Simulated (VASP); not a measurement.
```xyz
4
Lattice="2.2014 -3.7931 0.0000 2.2014 3.7931 0.0000 0.0000 0.0000 4.5248" Properties=species:S:1:pos:R:3 pbc="T T T"
Ga     2.2014     2.6133     4.1521
Ga     2.2014     1.1798     1.8897
Ga     2.2014    -1.1798     2.6351
Ga     2.2014    -2.6133     0.3727
```

These are PBEsol GGA, VASP's PBE PAW potentials (set 64) (plane waves; VASP) values and carry that method's errors. Numerical set-up: 480 eV cut-off, 8×8×6 Γ-centred mesh, first-order Methfessel-Paxton smearing of 0.10 eV, potentials Ga_d.

Each row applies one change to this cell, which was relaxed at other settings and keeps the small stress of the first row; at a fixed cut-off the stress holds a Pulay part, so it need not integrate to ΔE exactly. Stress is in GPa, positive when the cell is compressed.

| change | ΔE (meV/atom) | σxx | σyy | σzz | largest shear component, with its sign (GPa) | largest force (eV/Å) |
|---|---|---|---|---|---|---|
| none | 0.0 | 0.35 | 0.68 | 0.39 | 0.00 | 0.016 |
| atom 1 (Ga) moved by -0.075 Å along x | 2.0 | 0.58 | 0.69 | 0.43 | 0.18 | 0.230 |
| atom 2 (Ga) moved by 0.025 Å along x | 0.2 | 0.35 | 0.66 | 0.38 | -0.06 | 0.073 |
| atom 1 (Ga) moved by -0.025 Å along y | 0.5 | 0.59 | 0.43 | 0.62 | -0.11 | 0.164 |
| uniaxial strain of +1.5 % along x | 0.6 | -0.66 | 0.46 | -0.76 | 0.00 | 0.060 |
| biaxial strain of +2.0 % in the xz plane | … | … | … | … | … | … |
| atom 2 (Ga) moved by 0.025 Å along y | 0.5 | 0.58 | 0.42 | 0.61 | 0.11 | 0.164 |
| isotropic strain of +4.0 % | … | … | … | … | … | … |

**Question.** What belongs in the gaps?

**Answer.** 
- biaxial strain of +2.0 % in the xz plane, ΔE (meV/atom): 5.2
- biaxial strain of +2.0 % in the xz plane, σxx: -2.38
- biaxial strain of +2.0 % in the xz plane, σyy: 0.15
- biaxial strain of +2.0 % in the xz plane, σzz: -2.71
- biaxial strain of +2.0 % in the xz plane, largest shear component, with its sign (GPa): 0.00
- biaxial strain of +2.0 % in the xz plane, largest force (eV/Å): 0.138
- isotropic strain of +4.0 %, ΔE (meV/atom): 37.1
- isotropic strain of +4.0 %, σxx: -4.89
- isotropic strain of +4.0 %, σyy: -4.85
- isotropic strain of +4.0 %, σzz: -5.16
- isotropic strain of +4.0 %, largest shear component, with its sign (GPa): 0.00
- isotropic strain of +4.0 %, largest force (eV/Å): 0.050

Failed runs are left out, and for metals the shear rows, which the mesh's noise covers.

The compound is Ga in the alpha structure.
